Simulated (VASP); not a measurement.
Energy against volume of Ni$_{3}$Fe (L1_2). Calculation: AM05 GGA, VASP's PBE PAW potentials (set 64) (plane waves; VASP 6.6.1). Run with 520 eV cut-off, 9×9×9 Γ-centred mesh, first-order Methfessel-Paxton smearing of 0.10 eV, potentials Fe Ni.

```json
[
 {"V (Å³/atom)": "10.251", "E (eV/atom)": "-6.66121"},
 {"V (Å³/atom)": "10.568", "E (eV/atom)": "-6.66765"},
 {"V (Å³/atom)": "10.885", "E (eV/atom)": "-6.66089"},
 {"V (Å³/atom)": "11.202", "E (eV/atom)": "-6.64340"}
]
```

**Question.** Fit these four points and predict the energy of the run at 9.934 Å³/atom.

**Answer.** A cubic in V^(−2/3), the third-order Birch-Murnaghan form, passes through the four points with V0 = 10.55 Å³/atom and B0 = 223 GPa, and gives -6.6386 eV/atom there. The run gave -6.6388 eV/atom, -0.3 meV/atom from the fit; all five points give B0 = 222 GPa.

The compound is Ni3Fe in the L1_2 structure. It was relaxed first, which changed the volume by -6 %.
